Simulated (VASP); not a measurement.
Here is the system:

```
Ga4As3Sb
1.0
    5.77511     0.00000     0.00000
    0.00000     5.77511     0.00000
    0.00000     0.00000     5.77511
Ga Sb As
4 1 3
Direct
  0.99144   0.99144   0.99144
  0.50856   0.50856   0.99144
  0.50856   0.99144   0.50856
  0.99144   0.50856   0.50856
  0.25000   0.25000   0.25000
  0.75000   0.75000   0.25000
  0.75000   0.25000   0.75000
  0.25000   0.75000   0.75000
```

Level of theory: PBEsol GGA, VASP's PBE PAW potentials (set 64) (plane waves; VASP 6.6.1). Numerical set-up: 400 eV cut-off, Gaussian smearing of 0.050 eV, potentials Ga_d Sb As.

Unless said otherwise, spin-orbit coupling is left out, though it shifts the bands of the heavy elements here.

Problem. Predict the band gap (along the path) with the smallest direct gap where there is one.

Solution. 
| Item | Result |
|---|---|
| band gap (along the path) | none (metal, semimetal or under 0.01 eV) |

The structure was generated: Ga4As3Sb was put into an ordered model structure (P-43m), which need not be its known phase. It was relaxed first.
